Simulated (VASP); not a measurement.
AuAl2 (fluorite) relaxed at rising pressure, in one space group throughout; other phases were not tried. The pressures are those reached. Calculation: LDA (Ceperley-Alder, Perdew-Zunger), VASP's LDA PAW potentials (set 64) (plane waves; VASP).

| P (GPa) | V (Å³/atom) | k-mesh |
|---|---|---|
| 0.05 | 17.629 | 9×9×9 |
| 4.97 | 16.989 | 9×9×9 |
| 9.96 | 16.452 | 9×9×9 |
| 20.04 | 15.586 | 9×9×9 |
| 30.03 | 14.914 | 9×9×9 |

A change of mesh leaves a small step in the series.

**Question.** Fit an equation of state and predict the volume at 44.96 GPa.

**Answer.** Least squares on the third-order Birch-Murnaghan form, P = (3B0/2)(y⁷ − y⁵)[1 + (3/4)(B′ − 4)(y² − 1)] with y = (V0/V)^(1/3), gives V0 = 17.635 Å³/atom, B0 = 123 GPa and B′ = 4.5, and so 14.128 Å³/atom. The run gave 14.125 Å³/atom, -0.0 % from the fit.

Pressures at which the relaxation failed are left out.

The compound is AuAl2 in the fluorite structure. The electron count is odd and the run is not spin-polarised, which forces a metal.
